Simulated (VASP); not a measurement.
# MgO: single point with HSE06

**What was measured.**

“Electronic structure of alkaline earth and post-transition metal oxides”, 2009, arxiv:0908.1581 quotes, for a bulk crystal of MgO: band gap 7.83 eV.

Crystal: MgO.

```
Mg O
1.0
     0.00000    2.10380    2.10380
     2.10380    0.00000    2.10380
     2.10380    2.10380    0.00000
Mg O
1 1
Direct
  0.00000 0.00000 0.00000
  0.50000 0.50000 0.50000
```

| Quantity | Value |
| --- | --- |
| Program | VASP 6.6.1 |
| Task | single point |
| Functional | HSE06 |
| Potentials or basis | VASP PAW PBE potentials, release 64 (Mg, O) |
| Cutoff | 520 eV |
| k mesh | 8 × 8 × 8 |
| Occupations | gaussian, width 0.02 eV |
| Spin | no spin polarisation |

The pressure is -1.1 GPa. The band gap on the k mesh is 6.49 eV, direct.

Levels at points of the mesh, in eV from the valence-band top:
```tsv
k point	band 1	band 2	band 3	band 4	band 5	band 6	band 7	band 8
(0.00, 0.00, 0.00)	-18.84	0.00	0.00	0.00	6.49	17.80	17.80	17.80
(0.50, 0.00, 0.00)	-17.49	-4.95	-0.72	-0.72	9.71	14.93	18.38	18.38
(0.50, 0.50, 0.00)	-17.21	-4.40	-1.48	-1.48	10.88	11.91	15.42	21.44
```

Wall time 9.4 min on 1 thread of Intel(R) Xeon(R) Platinum 8488C (Sapphire Rapids) (shared host), peak memory 0.26 GiB.

A measured gap of MgO is 7.83 eV (quoted in “Electronic structure of alkaline earth and post-transition metal oxides”, 2009, arxiv:0908.1581); the calculated 6.49 eV misses it by -1.34 eV. The value is that of HSE06, without temperature or zero-point motion.

Caveat: the PAW data sets were made with another functional, which shifts forces and pressure a little.
